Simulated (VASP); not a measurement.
# SrO: what each functional gives, and what it costs, part 2 of 3

Wanted: bands and gap of SrO from one functional after another. LASPH is on for some levels and off for others; the table marks which. The start is a cell from a database of measured crystal structures.

VASP 6.6.1, plane waves and PAW; the level of theory is named at each step.

So far, least gap on mesh and path (eV): step 2 (bands, level LDA, k 5×5×5) 3.09; step 3 (bands, level PBE, k 5×5×5) 3.26; step 4 (bands, level r2SCAN, k 5×5×5) 3.74; step 6 (bands, level BLYP, k 5×5×5) 3.39; step 7 (bands, level LAK, k 5×5×5) 3.83.

The database entry behind the starting cell differs from later determinations by our own check (about 0.5 % short), so it need not match the best structure at ambient conditions.

**9. Bands with HSE06, k 5×5×5**

This step: HSE06; plane waves and PAW (Sr_sv, O) (VASP 6.6.1).

HSE06 mixes in a quarter of exact exchange at short range, at far higher cost; in semiconductors this cures much of the gap error, while metals seldom gain.

INCAR reads:

```
SYSTEM = SrO
PREC = Accurate
ENCUT = 520
EDIFF = 1E-06
NELM = 100
ISMEAR = 0
SIGMA = 0.02
LREAL = .FALSE.
ALGO = Normal
LHFCALC = .TRUE.
AEXX = 0.25
GGA = PE
HFSCREEN = 0.2
LASPH = .TRUE.
NBANDS = 14
PRECFOCK = Fast
LORBIT = 11
LWAVE = .FALSE.
LCHARG = .FALSE.
KPAR = 4
```

POSCAR reads:

```
SrO
1.0
    0.0000000000      2.5663000000      2.5663000000
    2.5663000000      0.0000000000      2.5663000000
    2.5663000000      2.5663000000      0.0000000000
Sr O
1 1
Direct
    0.5000000000      0.5000000000      0.5000000000
    0.0000000000      0.0000000000      0.0000000000
```

KPOINTS reads:

```
Automatic mesh
0
Gamma
5 5 5
0 0 0
```

KPOINTS_OPT reads:

```
Line mode
6
Line-mode
Reciprocal
  0.00000000   0.00000000   0.00000000 GAMMA
  0.50000000   0.00000000   0.50000000 X

  0.50000000   0.00000000   0.50000000 X
  0.50000000   0.25000000   0.75000000 W

  0.50000000   0.25000000   0.75000000 W
  0.37500000   0.37500000   0.75000000 K

  0.37500000   0.37500000   0.75000000 K
  0.00000000   0.00000000   0.00000000 GAMMA

  0.00000000   0.00000000   0.00000000 GAMMA
  0.50000000   0.50000000   0.50000000 L

  0.50000000   0.50000000   0.50000000 L
  0.62500000   0.25000000   0.62500000 U

  0.62500000   0.25000000   0.62500000 U
  0.50000000   0.25000000   0.75000000 W

  0.50000000   0.25000000   0.75000000 W
  0.50000000   0.50000000   0.50000000 L

  0.50000000   0.50000000   0.50000000 L
  0.37500000   0.37500000   0.75000000 K

  0.62500000   0.25000000   0.62500000 U
  0.50000000   0.00000000   0.50000000 X
```

The projector-augmented-wave data sets are Sr_sv and O (PBE family, release 64).

The WAVECAR or CHGCAR of an earlier step is read.

On the command line:

```bash
$ mpirun -np 4 vasp_std
```

Elapsed: 10 min, on 4 MPI ranks of AMD EPYC 7R43, shared host; peak memory 0.95 GiB; 40 min of CPU time.

The k-mesh is coarse for exact exchange; levels may shift by about 0.1 eV on a finer one.

Electronic bands along the path, in eV, zero at the valence-band top; v1 is the highest filled band, c1 the lowest empty one:

```
          point     v3     v2     v1    c1     c2     c3     c4
              Γ   0.00   0.00   0.00  5.53   7.91   7.91   7.91
0.40 of the way  -1.31  -0.13  -0.13  6.42   7.09   9.58   9.58
              X  -0.47  -0.10  -0.10  4.76   9.63  12.11  12.24
0.60 of the way  -0.85  -0.49  -0.31  5.96   9.69  10.26  12.91
              W  -1.21  -0.46  -0.46  7.68   7.68  10.50  13.17
0.60 of the way  -1.09  -0.54  -0.50  6.58   9.16  10.57  12.56
              K  -1.00  -0.62  -0.51  6.36   9.70  10.62  12.13
0.40 of the way  -1.77  -1.08  -0.40  7.63   8.58   9.71  10.50
              Γ   0.00   0.00   0.00  5.53   7.91   7.91   7.91
0.40 of the way  -0.96  -0.47  -0.47  7.13   7.66   8.72   8.72
              L  -2.28  -1.21  -1.21  8.30  10.06  10.77  10.77
0.40 of the way  -1.93  -1.08  -1.00  8.14   9.02  11.00  11.37
              U  -1.00  -0.62  -0.51  6.36   9.70  10.62  12.13
0.40 of the way  -1.09  -0.54  -0.50  6.58   9.16  10.57  12.56
              W  -1.21  -0.46  -0.46  7.68   7.68  10.50  13.17
0.60 of the way  -1.84  -1.02  -0.95  8.17   8.73  11.16  11.33
              L  -2.28  -1.21  -1.21  8.30  10.06  10.77  10.77
0.60 of the way  -1.60  -0.94  -0.78  7.63   8.93  11.20  11.29
              K  -1.00  -0.62  -0.51  6.36   9.70  10.62  12.13
      jump to U  -1.00  -0.62  -0.51  6.36   9.70  10.62  12.13
0.40 of the way  -0.49  -0.49  -0.32  5.39  10.09  10.76  12.51
              X  -0.47  -0.10  -0.10  4.76   9.63  12.11  12.24
```

Of the projections kept (Sr, O), the largest for each band there; the rest of the weight can lie on other orbitals:

```
point      v3      v2      v1       c1       c2       c3       c4
    Γ  O 0.98  O 0.98  O 0.98  Sr 0.61  Sr 1.00  Sr 1.00  Sr 1.00
    X  O 0.84  O 0.93  O 0.93  Sr 1.00  Sr 0.82  Sr 1.00   O 0.55
    W  O 0.90  O 0.86  O 0.86  Sr 0.79  Sr 0.79  Sr 0.87  Sr 1.00
    K  O 0.88  O 0.90  O 0.84  Sr 0.84  Sr 0.72  Sr 0.83  Sr 1.00
    Γ  O 0.98  O 0.98  O 0.98  Sr 0.61  Sr 1.00  Sr 1.00  Sr 1.00
    L  O 0.84  O 0.87  O 0.87  Sr 0.54  Sr 0.87  Sr 0.87  Sr 0.87
```

The gap is 4.76 eV, indirect, from Γ to X. Against LDA that is +1.67 eV; this run took 15 times the core time, on fewer points of the path.

**10. Bands with HSE03, k 5×5×5**

This step: HSE03; plane waves and PAW (Sr_sv, O) (VASP 6.6.1).

HSE03, as typed here, screens exact exchange more strongly than HSE06 (HFSCREEN 0.3 against 0.2).

Changes to INCAR since step 9:

```diff
@@ -12,3 +12,3 @@
 GGA = PE
-HFSCREEN = 0.2
+HFSCREEN = 0.3
 LASPH = .TRUE.
```

POSCAR is that of step 9.

KPOINTS is that of step 9.

KPOINTS_OPT is that of step 9.

On the command line:

```bash
$ mpirun -np 4 vasp_std
```

Run time: 8.7 min. Hardware: 4 MPI ranks; peak memory 0.95 GiB.

The electronic bands at the labelled points (eV, zero at the valence-band top; v1 is the highest filled band, c1 the lowest empty one):

```
          point     v3     v2     v1    c1    c2     c3     c4
              Γ   0.00   0.00   0.00  5.28  7.62   7.62   7.62
0.40 of the way  -1.29  -0.13  -0.13  6.14  6.82   9.27   9.27
              X  -0.45  -0.09  -0.09  4.49  9.34  11.80  11.95
0.60 of the way  -0.83  -0.47  -0.30  5.68  9.39   9.96  12.59
              W  -1.19  -0.44  -0.44  7.39  7.39  10.20  12.85
0.60 of the way  -1.07  -0.52  -0.48  6.30  8.86  10.27  12.25
              K  -0.98  -0.60  -0.49  6.07  9.40  10.32  11.81
0.40 of the way  -1.74  -1.06  -0.39  7.35  8.30   9.41  10.20
              Γ   0.00   0.00   0.00  5.28  7.62   7.62   7.62
0.40 of the way  -0.95  -0.46  -0.46  6.87  7.37   8.42   8.42
              L  -2.24  -1.19  -1.19  8.00  9.79  10.46  10.46
0.40 of the way  -1.89  -1.06  -0.98  7.84  8.73  10.68  11.06
              U  -0.98  -0.60  -0.49  6.07  9.40  10.32  11.81
0.40 of the way  -1.07  -0.52  -0.48  6.30  8.86  10.27  12.25
              W  -1.19  -0.44  -0.44  7.39  7.39  10.20  12.85
0.60 of the way  -1.80  -1.01  -0.93  7.87  8.44  10.85  11.03
              L  -2.24  -1.19  -1.19  8.00  9.79  10.46  10.46
0.60 of the way  -1.57  -0.92  -0.77  7.34  8.64  10.90  10.98
              K  -0.98  -0.60  -0.49  6.07  9.40  10.32  11.81
      jump to U  -0.98  -0.60  -0.49  6.07  9.40  10.32  11.81
0.40 of the way  -0.48  -0.47  -0.31  5.12  9.79  10.46  12.20
              X  -0.45  -0.09  -0.09  4.49  9.34  11.80  11.95
```

Of the projections kept (Sr, O), the largest for each band there; the rest of the weight can lie on other orbitals:

```
point      v3      v2      v1       c1       c2       c3       c4
    Γ  O 0.98  O 0.98  O 0.98  Sr 0.61  Sr 1.00  Sr 1.00  Sr 1.00
    X  O 0.84  O 0.93  O 0.93  Sr 1.00  Sr 0.82  Sr 1.00   O 0.55
    W  O 0.90  O 0.86  O 0.86  Sr 0.80  Sr 0.80  Sr 0.87  Sr 1.00
    K  O 0.88  O 0.90  O 0.84  Sr 0.84  Sr 0.72  Sr 0.83  Sr 1.00
    Γ  O 0.98  O 0.98  O 0.98  Sr 0.61  Sr 1.00  Sr 1.00  Sr 1.00
    L  O 0.84  O 0.87  O 0.87  Sr 0.54  Sr 0.87  Sr 0.87  Sr 0.87
```

The gap is 4.49 eV, indirect, from Γ to X. Against LDA that is +1.40 eV; this run took 13 times the core time, on fewer points of the path.

**11. Dielectric constant for the exchange share**

This step: PBE; plane waves and PAW (Sr_sv, O) (VASP 6.6.1).

The share of exact exchange of the next level is the inverse of the dielectric constant, which this PBE response run supplies.

INCAR reads:

```
SYSTEM = SrO
PREC = Accurate
ENCUT = 520
EDIFF = 1E-08
NELM = 100
ISMEAR = 0
SIGMA = 0.01
LREAL = .FALSE.
ALGO = Normal
GGA = PE
NBANDS = 14
LORBIT = 11
LWAVE = .FALSE.
LCHARG = .FALSE.
KPAR = 4
LEPSILON = .TRUE.
```

POSCAR is that of step 10.

KPOINTS reads:

```
Automatic mesh
0
Gamma
9 9 9
0 0 0
```

On the command line:

```bash
$ mpirun -np 4 vasp_std
```

It took 2.3 min on 4 MPI ranks; peak memory 0.82 GiB; 9 min of CPU time.

Energies printed during the response cycles are not total energies of the cell.

Numbers from this step:

* irreducible k-points: 35
* Fermi energy: 1.825 eV
* pressure: 3.921 GPa
* conduction bottom at k: 0.4444, 0.4444, 0
* least direct gap at k: 0.4444, 0.4444, 0
* gap on the k-mesh: 3.320 eV
* least direct gap on the k-mesh: 3.412 eV

Electronic dielectric tensor with local fields:

```
3.82 0.00 0.00
0.00 3.82 0.00
0.00 0.00 3.82
```

Born effective charge (e), principal values of the symmetric part by kind of site:

```
atom  atoms with these values    low  middle   high   mean
 Sr1                        1   2.46    2.46   2.46   2.46
  O2                        1  -2.46   -2.46  -2.46  -2.46
```

In full for Sr1:

```
2.46 0.00 0.00
0.00 2.46 0.00
0.00 0.00 2.46
```

The Born charges sum to zero; the printed set may have that rule imposed, so this is no test. The mean Born charge of O, -2.46 e, exceeds its nominal -2, the mark of charge that flows along bonds as atoms move.

**12. Bands with r2SCAN-EpsX, k 5×5×5**

This step: r2SCAN-EpsX, exact-exchange share 1/3.817; plane waves and PAW (Sr_sv, O) (VASP 6.6.1).

Here the share of exact exchange is set to the inverse of the computed dielectric constant, since screening weakens exchange.

INCAR reads:

```
SYSTEM = SrO
PREC = Accurate
ENCUT = 520
EDIFF = 1E-06
NELM = 100
ISMEAR = 0
SIGMA = 0.02
LREAL = .FALSE.
ALGO = Normal
LHFCALC = .TRUE.
AEXX = 0.262
METAGGA = R2SCAN
LASPH = .TRUE.
NBANDS = 14
PRECFOCK = Fast
HFRCUT = -1
LORBIT = 11
LWAVE = .FALSE.
LCHARG = .FALSE.
KPAR = 4
```

POSCAR is that of step 11.

KPOINTS reads:

```
Automatic mesh
0
Gamma
5 5 5
0 0 0
```

KPOINTS_OPT is that of step 10.

On the command line:

```bash
$ mpirun -np 4 vasp_std
```

The job ended after 8.9 min (4 MPI ranks; peak memory 0.62 GiB; 36 min of CPU time).

The k-mesh is coarse for unscreened exact exchange, which converges slowly with it.

The electronic bands at the labelled points (eV, zero at the valence-band top; v1 is the highest filled band, c1 the lowest empty one):

```
          point     v3     v2     v1    c1     c2     c3     c4
              Γ   0.00   0.00   0.00  6.75   9.15   9.15   9.15
0.40 of the way  -1.32  -0.13  -0.13  7.60   8.34  10.85  10.85
              X  -0.48  -0.10  -0.10  5.89  10.97  13.52  13.53
0.60 of the way  -0.85  -0.50  -0.32  7.11  10.93  11.60  14.33
              W  -1.22  -0.46  -0.46  8.87   8.87  11.85  14.49
0.60 of the way  -1.10  -0.54  -0.51  7.75  10.38  11.92  13.88
              K  -1.01  -0.63  -0.52  7.52  10.93  11.97  13.44
0.40 of the way  -1.77  -1.09  -0.40  8.82   9.83  10.99  11.83
              Γ   0.00   0.00   0.00  6.75   9.15   9.15   9.15
0.40 of the way  -0.96  -0.47  -0.47  8.37   8.86   9.97   9.97
              L  -2.29  -1.23  -1.23  9.52  11.27  12.08  12.08
0.40 of the way  -1.94  -1.09  -1.01  9.35  10.23  12.31  12.70
              U  -1.01  -0.63  -0.52  7.52  10.93  11.97  13.44
0.40 of the way  -1.10  -0.54  -0.51  7.75  10.38  11.92  13.88
              W  -1.22  -0.46  -0.46  8.87   8.87  11.85  14.49
0.60 of the way  -1.85  -1.04  -0.96  9.38   9.94  12.47  12.67
              L  -2.29  -1.23  -1.23  9.52  11.27  12.08  12.08
0.60 of the way  -1.61  -0.95  -0.80  8.82  10.15  12.56  12.60
              K  -1.01  -0.63  -0.52  7.52  10.93  11.97  13.44
      jump to U  -1.01  -0.63  -0.52  7.52  10.93  11.97  13.44
0.40 of the way  -0.50  -0.50  -0.32  6.53  11.43  12.02  13.93
              X  -0.48  -0.10  -0.10  5.89  10.97  13.52  13.53
```

Of the projections kept (Sr, O), the largest for each band there; the rest of the weight can lie on other orbitals:

```
point      v3      v2      v1       c1       c2       c3       c4
    Γ  O 0.98  O 0.98  O 0.98  Sr 0.61  Sr 1.00  Sr 1.00  Sr 1.00
    X  O 0.84  O 0.93  O 0.93  Sr 1.00  Sr 0.82  Sr 1.00   O 0.57
    W  O 0.90  O 0.86  O 0.86  Sr 0.80  Sr 0.80  Sr 0.87  Sr 1.00
    K  O 0.88  O 0.90  O 0.85  Sr 0.85  Sr 0.72  Sr 0.83  Sr 1.00
    Γ  O 0.98  O 0.98  O 0.98  Sr 0.61  Sr 1.00  Sr 1.00  Sr 1.00
    L  O 0.85  O 0.88  O 0.88  Sr 0.55  Sr 0.87  Sr 0.87  Sr 0.87
```

The gap is 5.89 eV, indirect, from Γ to X. Against LDA that is +2.80 eV; this run took 13 times the core time, on fewer points of the path.

**13. Bands with PBE-EpsX, k 5×5×5**

This step: PBE-EpsX, exact-exchange share 1/3.817; plane waves and PAW (Sr_sv, O) (VASP 6.6.1).

Changes to INCAR since step 12:

```diff
@@ -11,3 +11,3 @@
 AEXX = 0.262
-METAGGA = R2SCAN
+GGA = PE
 LASPH = .TRUE.
```

POSCAR is that of step 12.

KPOINTS is that of step 12.

KPOINTS_OPT is that of step 12.

On the command line:

```bash
$ mpirun -np 4 vasp_std
```

Wall time 11 min (4 MPI ranks); peak memory 0.57 GiB.

The electronic bands at the labelled points (eV, zero at the valence-band top; v1 is the highest filled band, c1 the lowest empty one):

```
          point     v3     v2     v1    c1     c2     c3     c4
              Γ   0.00   0.00   0.00  6.33   8.77   8.77   8.77
0.40 of the way  -1.34  -0.13  -0.13  7.26   7.91  10.44  10.44
              X  -0.49  -0.10  -0.10  5.58  10.49  12.99  13.08
0.60 of the way  -0.86  -0.51  -0.32  6.79  10.54  11.12  13.80
              W  -1.23  -0.47  -0.47  8.52   8.52  11.37  14.06
0.60 of the way  -1.11  -0.55  -0.52  7.42  10.01  11.44  13.45
              K  -1.02  -0.63  -0.53  7.19  10.55  11.49  13.01
0.40 of the way  -1.80  -1.10  -0.41  8.48   9.42  10.58  11.38
              Γ   0.00   0.00   0.00  6.33   8.77   8.77   8.77
0.40 of the way  -0.98  -0.48  -0.48  7.95   8.51   9.58   9.58
              L  -2.32  -1.24  -1.24  9.16  10.88  11.65  11.65
0.40 of the way  -1.97  -1.10  -1.02  8.99   9.86  11.88  12.24
              U  -1.02  -0.63  -0.53  7.19  10.55  11.49  13.01
0.40 of the way  -1.11  -0.55  -0.52  7.42  10.01  11.44  13.45
              W  -1.23  -0.47  -0.47  8.52   8.52  11.37  14.06
0.60 of the way  -1.88  -1.05  -0.97  9.02   9.57  12.04  12.20
              L  -2.32  -1.24  -1.24  9.16  10.88  11.65  11.65
0.60 of the way  -1.64  -0.96  -0.81  8.48   9.78  12.08  12.17
              K  -1.02  -0.63  -0.53  7.19  10.55  11.49  13.01
      jump to U  -1.02  -0.63  -0.53  7.19  10.55  11.49  13.01
0.40 of the way  -0.51  -0.51  -0.33  6.21  10.95  11.61  13.40
              X  -0.49  -0.10  -0.10  5.58  10.49  12.99  13.08
```

Of the projections kept (Sr, O), the largest for each band there; the rest of the weight can lie on other orbitals:

```
point      v3      v2      v1       c1       c2       c3       c4
    Γ  O 0.97  O 0.97  O 0.97  Sr 0.61  Sr 1.00  Sr 1.00  Sr 1.00
    X  O 0.84  O 0.93  O 0.93  Sr 1.00  Sr 0.82  Sr 1.00   O 0.55
    W  O 0.90  O 0.86  O 0.86  Sr 0.79  Sr 0.79  Sr 0.87  Sr 1.00
    K  O 0.88  O 0.90  O 0.84  Sr 0.84  Sr 0.72  Sr 0.83  Sr 1.00
    Γ  O 0.97  O 0.97  O 0.97  Sr 0.61  Sr 1.00  Sr 1.00  Sr 1.00
    L  O 0.84  O 0.87  O 0.87  Sr 0.54  Sr 0.87  Sr 0.87  Sr 0.87
```

The gap is 5.58 eV, indirect, from Γ to X. Against LDA that is +2.49 eV; this run took 17 times the core time, on fewer points of the path.

**14. Bands with r2SCAN0, k 5×5×5**

This step: r2SCAN0; plane waves and PAW (Sr_sv, O) (VASP 6.6.1).

r2SCAN0 replaces a quarter of the r2SCAN exchange by unscreened exact exchange.

Changes to INCAR since step 13:

```diff
@@ -10,4 +10,4 @@
 LHFCALC = .TRUE.
-AEXX = 0.262
-GGA = PE
+AEXX = 0.25
+METAGGA = R2SCAN
 LASPH = .TRUE.
```

POSCAR is that of step 13.

KPOINTS is that of step 13.

KPOINTS_OPT is that of step 13.

On the command line:

```bash
$ mpirun -np 4 vasp_std
```

Wall time 8.8 min (4 MPI ranks); peak memory 0.55 GiB; 35 min of CPU time.

Electronic bands along the path, in eV, zero at the valence-band top; v1 is the highest filled band, c1 the lowest empty one:

```
          point     v3     v2     v1    c1     c2     c3     c4
              Γ   0.00   0.00   0.00  6.65   9.04   9.04   9.04
0.40 of the way  -1.32  -0.13  -0.13  7.49   8.24  10.74  10.74
              X  -0.48  -0.10  -0.10  5.79  10.86  13.40  13.42
0.60 of the way  -0.85  -0.50  -0.31  7.01  10.81  11.49  14.21
              W  -1.22  -0.46  -0.46  8.76   8.76  11.73  14.36
0.60 of the way  -1.09  -0.54  -0.51  7.65  10.27  11.80  13.76
              K  -1.00  -0.62  -0.51  7.41  10.82  11.86  13.31
0.40 of the way  -1.77  -1.09  -0.40  8.71   9.73  10.87  11.72
              Γ   0.00   0.00   0.00  6.65   9.04   9.04   9.04
0.40 of the way  -0.96  -0.47  -0.47  8.27   8.76   9.86   9.86
              L  -2.28  -1.22  -1.22  9.41  11.17  11.96  11.96
0.40 of the way  -1.93  -1.09  -1.01  9.24  10.13  12.19  12.59
              U  -1.00  -0.62  -0.51  7.41  10.82  11.86  13.31
0.40 of the way  -1.09  -0.54  -0.51  7.65  10.27  11.80  13.76
              W  -1.22  -0.46  -0.46  8.76   8.76  11.73  14.36
0.60 of the way  -1.84  -1.03  -0.96  9.27   9.83  12.36  12.56
              L  -2.28  -1.22  -1.22  9.41  11.17  11.96  11.96
0.60 of the way  -1.61  -0.95  -0.79  8.72  10.04  12.44  12.48
              K  -1.00  -0.62  -0.51  7.41  10.82  11.86  13.31
      jump to U  -1.00  -0.62  -0.51  7.41  10.82  11.86  13.31
0.40 of the way  -0.50  -0.50  -0.32  6.43  11.32  11.91  13.81
              X  -0.48  -0.10  -0.10  5.79  10.86  13.40  13.42
```

Of the projections kept (Sr, O), the largest for each band there; the rest of the weight can lie on other orbitals:

```
point      v3      v2      v1       c1       c2       c3       c4
    Γ  O 0.98  O 0.98  O 0.98  Sr 0.61  Sr 1.00  Sr 1.00  Sr 1.00
    X  O 0.84  O 0.93  O 0.93  Sr 1.00  Sr 0.82  Sr 1.00   O 0.56
    W  O 0.90  O 0.86  O 0.86  Sr 0.80  Sr 0.80  Sr 0.87  Sr 1.00
    K  O 0.88  O 0.90  O 0.85  Sr 0.85  Sr 0.72  Sr 0.83  Sr 1.00
    Γ  O 0.98  O 0.98  O 0.98  Sr 0.61  Sr 1.00  Sr 1.00  Sr 1.00
    L  O 0.85  O 0.88  O 0.88  Sr 0.55  Sr 0.87  Sr 0.87  Sr 0.87
```

The gap is 5.79 eV, indirect, from Γ to X. Against LDA that is +2.70 eV; this run took 13 times the core time, on fewer points of the path.

(Part 2 of 3 ends here.)

[Lines on the potential files, build, host, timing and source positions are cut from VASP's logs without a mark.]

[Logs are printed without paths, hosts, clocks, repeated set-up lines and the standing remarks that a program may print on its own settings, such as how far it seeks lower states.]

[Hosts, paths, dates, database ids (printed as entryN), source tags and the programs' standing remarks are cut or masked in the printed files.]

[A measured line is paired with the nearest computed mode of its activity, which favours agreement.]
